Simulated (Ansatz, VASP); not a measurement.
# Cross-check of SrTiO3 (Tausonite) between VASP and Ansatz, part 2 of 2

Aim: how closely do two programs agree when they are given the same cell, functional and k mesh? The cell is taken from a series of VASP runs on this material, whose earlier steps may have relaxed, scaled or displaced it; both programs get it as it stands.

VASP 6.6.1 and Ansatz 0.2.0.

So far. Step 2 (VASP: band structure, PBE): The run ends at a pressure of 0.03 GPa.

### Step 5. Ansatz: single point, PBE, volume scaled by 0.98

Level of this step: Ansatz beside VASP: Kohn-Sham DFT, plane waves, PBE (Ansatz).

With cell and atoms fixed, the geometry can't cause a difference; cores, projectors, grids and the points listed under the comparison can. The cell compared in this pair holds 59.99 Å³, against 61.21 Å³ for the pair before.

The cell is a member of a volume series, scaled by 0.98 from a relaxed one, so a pressure remains.

File input.yaml:

```yaml
crystal:
  lattice:
    - [3.9146470761, 0.0, 0.0]
    - [0.0, 3.9146470761, 0.0]
    - [0.0, 0.0, 3.9146470761]
  atoms:
    - { symbol: Sr, position: [0.5, 0.5, 0.5] }
    - { symbol: Ti, position: [0.0, 0.0, 0.0] }
    - { symbol: O, position: [0.5, 0.0, 0.0] }
    - { symbol: O, position: [0.0, 0.5, 0.0] }
    - { symbol: O, position: [0.0, 0.0, 0.5] }
hamiltonian:
  xc: pbe
  pseudopotentials: { kind: paw }
kpoints:
  mp_grid: { grid: [7, 7, 7] }
scf:
  occupations: { method: gaussian, width: 0.05 }
  n_extra_bands: 5
output:
  forces: true
  stress: true
  eigenvalues: true
  write_density: true
  write_potential: true
  elf: true
  volumetric_format: npy
```

Started as:

```
ansatz run input.yaml --threads 2 --pin off --max-ram 4608MiB --backend cpu --events-out ev --progress --plain --runs-dir out
```

Numbers of over 12 decimals in the logs are rounded to 6 here.

The log of the run:

```text
[...]
Crystal: 5 atoms, lattice volume = 59.990 Å³
Basis set: ecut = 420 eV, 1189 PW (Γ), exchange–correlation on 54×54×54 points (8 copies of the dense FFT grid, shifted against one another)
Bands: 25, of which v1, the nominal top of the filled ones, is band 20 counted from 1 (19 counted from 0)
Symmetry: 48 space group operations
[...]
k-points: 20 of 343
[...]
k-point 0: bands = [... 16 lower, 8.7302, 9.5409, 9.5409, 9.5409, 11.7632, 11.7632, 11.7632, 14.1851, ... 1 higher]
  k-point 1: bands = [... 16 lower, 8.5598, 8.9536, 9.4219, 9.4219, 11.7926, 12.1984, 12.1984, 14.1888, ... 1 higher]
  k-point 2: bands = [... 16 lower, 8.0278, 8.2175, 9.2679, 9.2679, 11.8605, 13.0045, 13.0045, 14.1944, ... 1 higher]
  k-point 19: bands = [... 16 lower, 6.2394, 9.7401, 9.7401, 9.8256, 14.2167, 14.2317, 14.2317, 17.0527, ... 1 higher]
[key lines of the parts left out:]
SCF converged after 6 iterations
Free energy (F): -7754.478089 eV
Fermi energy:    10.795049 eV
P = ⅓ Tr σ = 2.9482 GPa (29.482 kbar)
```

It took 1.8 s on 2 threads of Arm Neoverse V1, shared host; peak memory 0.33 GiB; 3 s of CPU time.

The run ends at a pressure of 2.95 GPa.

### Step 6. VASP: single point, PBE, volume scaled by 0.98

The same cell, functional, mesh and smearing now go to VASP, with its own data sets and cutoff.

File INCAR:

```
SYSTEM = SrTiO3
PREC = Accurate
ENCUT = 520
EDIFF = 1E-06
NELM = 100
ISMEAR = 0
SIGMA = 0.05
LREAL = .FALSE.
ALGO = Normal
GGA = PE
NBANDS = 26
LORBIT = 11
LWAVE = .FALSE.
LCHARG = .FALSE.
KPAR = 4
ISIF = 2
```

File POSCAR:

```
SrTiO3
1.0
    3.9146470761      0.0000000000      0.0000000000
    0.0000000000      3.9146470761      0.0000000000
    0.0000000000      0.0000000000      3.9146470761
Sr Ti O
1 1 3
Direct
    0.5000000000      0.5000000000      0.5000000000
    0.0000000000      0.0000000000      0.0000000000
    0.5000000000      0.0000000000      0.0000000000
    0.0000000000      0.5000000000      0.0000000000
    0.0000000000      0.0000000000      0.5000000000
```

File KPOINTS:

```
Automatic mesh
0
Gamma
7 7 7
0 0 0
```

Potentials, in the order of the species: Sr_sv, Ti_sv and O (PBE family, release 64).

Started as:

```
mpirun -np 4 vasp_std
```

The log of the run:

```text
[... set-up lines as in an earlier step ...]
 entering main loop
       N       E                     dE             d eps       ncg     rms          rms(c)
DAV:   1     0.431360059453E+03    0.43136E+03   -0.20970E+04  1040   0.167E+03
DAV:   2    -0.969256144784E+01   -0.44105E+03   -0.42884E+03  1276   0.453E+02
DAV:   3    -0.478838242575E+02   -0.38191E+02   -0.37942E+02  1152   0.139E+02
DAV:   4    -0.503743304803E+02   -0.24905E+01   -0.24875E+01  1816   0.290E+01
[...]
DAV:  15    -0.400881516347E+02    0.66042E-05   -0.58591E-05  1264   0.803E-02    0.106E-02
DAV:  16    -0.400881526447E+02   -0.10100E-05   -0.12425E-05  1346   0.246E-02    0.562E-03
DAV:  17    -0.400881526359E+02    0.87985E-08   -0.50137E-07   658   0.527E-03
   1 F= -.40088153E+02 E0= -.40088153E+02  d E =-.361841E-12
```

From OUTCAR (step 6):

```text
  Total        1.3510364      1.3510364      1.3510364     -0.0000000      0.0000000      0.0000000
  in kB       36.0827633     36.0827633     36.0827633     -0.0000000      0.0000000      0.0000000
  external PRESSURE =      36.0827633 kB  Pullay stress =       0.0000000 kB

 POSITION                                       TOTAL-FORCE (eV/Angst)
 -----------------------------------------------------------------------------------
      1.95732      1.95732      1.95732         0.000000      0.000000      0.000000
      0.00000      0.00000      0.00000         0.000000      0.000000      0.000000
      1.95732      0.00000      0.00000         0.000000      0.000000      0.000000
      0.00000      1.95732      0.00000         0.000000      0.000000      0.000000
      0.00000      0.00000      1.95732         0.000000      0.000000      0.000000
 -----------------------------------------------------------------------------------
    total drift:                                0.000000     -0.000000      0.000000

  FREE ENERGIE OF THE ION-ELECTRON SYSTEM (eV)
  ---------------------------------------------------
  free  energy   TOTEN  =       -40.0881526359 eV

  energy  without entropy=      -40.0881526359  energy(sigma->0) =      -40.08815264

[... 3 further parts left out ...]
[key lines of the parts left out:]
E-fermi :   4.2717
```

The run ends at a pressure of 3.61 GPa.

### Step 7. Side by side

Both answers:

| quantity | Ansatz | VASP | difference |
| --- | --- | --- | --- |
| pressure (GPa) | 2.95 | 3.61 | -0.66 |
| pressure without Ansatz's Pulay correction (GPa) | 2.37 | 3.61 | -1.24 |
| gap on the k mesh (eV) | 1.938 | 1.904 | +0.034 |

A gap on the mesh is an upper bound, since the band edges may lie between its points. Ansatz's pressure holds a Pulay correction of 0.58 GPa; VASP's holds none.

### Step 8. VASP: dielectric response, PBE

The response to a field tests empty states and converges slowly with the mesh. The cell compared in this pair holds 61.21 Å³, against 59.99 Å³ for the pair before.

File INCAR:

```
SYSTEM = SrTiO3
PREC = Accurate
ENCUT = 520
EDIFF = 1E-08
NELM = 100
ISMEAR = 0
SIGMA = 0.01
LREAL = .FALSE.
ALGO = Normal
GGA = PE
NBANDS = 26
LORBIT = 11
LWAVE = .FALSE.
LCHARG = .FALSE.
KPAR = 4
LEPSILON = .TRUE.
```

Edit POSCAR of step 6 so:

```diff
@@ -2,5 +2,5 @@
 1.0
-    3.9146470761      0.0000000000      0.0000000000
-    0.0000000000      3.9146470761      0.0000000000
-    0.0000000000      0.0000000000      3.9146470761
+    3.9410981966      0.0000000000      0.0000000000
+    0.0000000000      3.9410981966      0.0000000000
+    0.0000000000      0.0000000000      3.9410981966
 Sr Ti O
```

File KPOINTS:

```
Automatic mesh
0
Gamma
8 8 8
0 0 0
```

Started as:

```
mpirun -np 4 vasp_std
```

The log of the run:

```text
[... set-up lines as in an earlier step ...]
 entering main loop
       N       E                     dE             d eps       ncg     rms          rms(c)
DAV:   1     0.431811029672E+03    0.43181E+03   -0.21008E+04  1820   0.167E+03
DAV:   2    -0.546669227439E+01   -0.43728E+03   -0.42180E+03  2098   0.457E+02
DAV:   3    -0.483953178947E+02   -0.42929E+02   -0.41898E+02  2194   0.141E+02
DAV:   4    -0.504672495381E+02   -0.20719E+01   -0.20687E+01  3006   0.272E+01
[...]
DAV:  18    -0.401033230189E+02    0.96901E-07   -0.39524E-07  2448   0.424E-03    0.107E-03
DAV:  19    -0.401033230418E+02   -0.22901E-07   -0.32079E-08  1732   0.208E-03    0.470E-04
DAV:  20    -0.401033230513E+02   -0.94396E-08   -0.28095E-09  1172   0.706E-04
   1 F= -.40103323E+02 E0= -.40103323E+02  d E =-.119487E-99
 Linear response reoptimize wavefunctions to high precision
DAV:   1    -0.401033230505E+02    0.75806E-09   -0.29358E-09  1432   0.402E-04
DAV:   2    -0.401033230506E+02   -0.14415E-09   -0.63859E-10  1118   0.192E-04
[...]
RMM:  39    -0.956926678874E+00   -0.82634E-06   -0.19993E-05  6714   0.193E-03    0.331E-04
RMM:  40    -0.956927030398E+00   -0.35152E-06   -0.15994E-05  6623   0.191E-03    0.327E-04
 change of polarisation eV/A/(eV/A) component  2 :    -0.266     1.805    -0.260
 dielectric tensor                  component  2 :    -0.785     6.335    -0.767
 Linear response to external field, progress :
  Direction:   3
       N       E                     dE             d eps       ncg     rms          rms(c)
RMM:   1    -0.842558644454E+00   -0.84256E+00   -0.32041E+00  6796   0.930E+00
RMM:   2    -0.908526333201E+00   -0.65968E-01   -0.14584E-01  7851   0.193E+00    0.138E+00
RMM:   3    -0.907101975016E+00    0.14244E-02   -0.77926E-02  7828   0.137E+00    0.852E-01
RMM:   4    -0.937675212110E+00   -0.30573E-01   -0.38264E-02  7860   0.115E+00    0.264E-01
[...]
RMM:  33    -0.956994411053E+00    0.15732E-05   -0.49203E-06  8169   0.229E-03    0.189E-03
RMM:  34    -0.956995764244E+00   -0.13532E-05   -0.66942E-06  7225   0.223E-03    0.185E-03
RMM:  35    -0.956997109472E+00   -0.13452E-05   -0.52524E-06  7281   0.219E-03    0.180E-03
 change of polarisation eV/A/(eV/A) component  3 :    -0.207    -0.318     1.805
 dielectric tensor                  component  3 :    -0.612    -0.940     6.336
 Born effective charges drift removed
```

From OUTCAR (step 8):

```text
  Total        0.0028645      0.0028645      0.0028645      0.0000000      0.0000000     -0.0000000
  in kB        0.0749741      0.0749741      0.0749741      0.0000000      0.0000000     -0.0000000
  external PRESSURE =       0.0749741 kB  Pullay stress =       0.0000000 kB

 MACROSCOPIC STATIC DIELECTRIC TENSOR (including local field effects in DFT)
 ------------------------------------------------------
           6.335481     0.000000    -0.000000
           0.000000     6.335481    -0.000000
           0.000000     0.000000     6.335481
 ------------------------------------------------------

[... 2 parts as in an earlier step ...]

[... 1 further part left out ...]
```

The dielectric response converges more slowly with the mesh than energies do, so tensor and charges may still move on a finer one.

### Step 9. Ansatz: dielectric response, PBE

The same cell, functional and mesh now go to Ansatz, which takes its cutoff from its data sets.

The cell is taken from a series of VASP runs on this material, whose earlier steps may have relaxed, scaled or displaced it; both programs get it as it stands.

File input.yaml:

```yaml
crystal:
  lattice:
    - [3.9410981966, 0.0, 0.0]
    - [0.0, 3.9410981966, 0.0]
    - [0.0, 0.0, 3.9410981966]
  atoms:
    - { symbol: Sr, position: [0.5, 0.5, 0.5] }
    - { symbol: Ti, position: [0.0, 0.0, 0.0] }
    - { symbol: O, position: [0.5, 0.0, 0.0] }
    - { symbol: O, position: [0.0, 0.5, 0.0] }
    - { symbol: O, position: [0.0, 0.0, 0.5] }
hamiltonian:
  xc: pbe
  pseudopotentials: { kind: paw }
kpoints:
  mp_grid: { grid: [8, 8, 8] }
scf:
  occupations: { method: fixed }
dielectric:
  method: response
```

Started as:

```
ansatz run input.yaml --threads 2 --pin off --max-ram 4608MiB --backend cpu --events-out ev --progress --plain --runs-dir out
```

The log of the run:

```text
[...]
Crystal: 5 atoms, lattice volume = 61.214 Å³
Basis set: ecut = 420 eV, 1213 PW (Γ), exchange–correlation on 54×54×54 points (8 copies of the dense FFT grid, shifted against one another)
Bands: 25, of which v1, the nominal top of the filled ones, is band 20 counted from 1 (19 counted from 0)
Symmetry: 48 space group operations
k-points: 75 of 512 (irreducible under 8 space group operations, time reversal used)
[...]
site 2:
[...]
site 3:
[...]
-0.00000    0.00000   -2.01899
    site 4:
        -2.01899    0.00000   -0.00000
        -0.00000   -2.01899    0.00000
        -0.00000    0.00000   -5.84429
  Z* charge neutrality: 3.498e-3 e pre-enforcement
  solved inside a basis spanned on kpoints, on 8×8×8 k-points, its susceptibility summed on 12×12×12: ε∞ is read to err by 1.9e-2, Z* by 3.0e-2 e (field_mesh: kpoints solves on kpoints); Z* is corrected for what the basis lacks
[key lines of the parts left out:]
SCF converged after 8 iterations
Free energy (F): -7754.487100 eV
Fermi energy:    9.610398 eV
```

Elapsed: 58 s, on 2 threads; peak memory 0.69 GiB.

### Step 10. Side by side

What differs besides the data sets and the points named for the pairs above, as far as they apply: VASP's response is taken on the typed mesh, Ansatz refines its own for the field response alone. Total energies have different zeros and are not compared.

Compared:

| quantity | Ansatz | VASP | difference |
| --- | --- | --- | --- |
| ε∞ xx | 6.29 | 6.34 | -0.65 % |
| ε∞ yy | 6.29 | 6.34 | -0.65 % |
| ε∞ zz | 6.29 | 6.34 | -0.65 % |
| Born charge of Sr1 (mean of the diagonal) (e) | 2.55 | 2.55 | 0.00 |
| Born charge of Ti2 (mean of the diagonal) (e) | 7.33 | 7.38 | -0.04 |
| Born charge of O3 (mean of the diagonal) (e) | -3.29 | -3.31 | +0.01 |

### Step 11. Summary of results

```
difference in gap over the path points (band structure, PBE)               : 0.033 eV
difference in pressure (band structure, PBE)                               : -0.62 GPa
difference in gap on the k mesh (single point, PBE, volume scaled by 0.98) : 0.034 eV
difference in pressure (single point, PBE, volume scaled by 0.98)          : -0.66 GPa
difference in ε∞ xx (dielectric response, PBE)                             : -0.65 %
```

The difference in pressure is -0.66 GPa (single point, PBE, volume scaled by 0.98), within the 1 GPa picked in this series as the mark of a large difference. 2 further runs of this series are not shown here. Such differences can come from data sets, numerical settings and the points named under the comparisons, not from the functional's error against experiment.

[Lines on the potential files, build, host, timing and source positions are cut from VASP's logs without a mark.]

[Logs are printed without paths, hosts, clocks, repeated set-up lines and the standing remarks that a program may print on its own settings, such as how far it seeks lower states.]

[Hosts, paths, dates, database ids (printed as entryN), source tags and the programs' standing remarks are cut or masked in the printed files.]
